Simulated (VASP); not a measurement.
Given:

```xyz
1
Lattice="-1.6250 1.6250 2.4750 1.6250 -1.6250 2.4750 1.6250 1.6250 -2.4750" Properties=species:S:1:pos:R:3 pbc="T T T"
In     0.0000     0.0000     0.0000
```

The numbers are results of PBE GGA, VASP's PBE PAW potentials (set 64) (plane waves; VASP), not measurements. Settings: 300 eV cut-off, 9×9×10 Γ-centred mesh, Fermi-Dirac smearing of 0.10 eV, potentials In_d.

Task: Give the energies of bands 6 to 9 at the high-symmetry points, in eV from the Fermi level.

Result: 
```
band      Γ      X      P      N      M      S      R
----  -----  -----  -----  -----  -----  -----  -----
6     -9.54  -1.95  -1.23  -4.30  -2.93  -2.51  -1.65
7     10.55  -1.64  -0.05  -3.37  -2.67  -1.20  -0.25
8     10.55   3.53  -0.05   7.53   4.75  -0.52   0.14
9     10.72   3.96   1.74   9.18   4.75   6.17   1.33
```

It has no gap at this level: it comes out as a metal or semimetal.

The structure is a typed In crystal. The cell was not relaxed at this level.
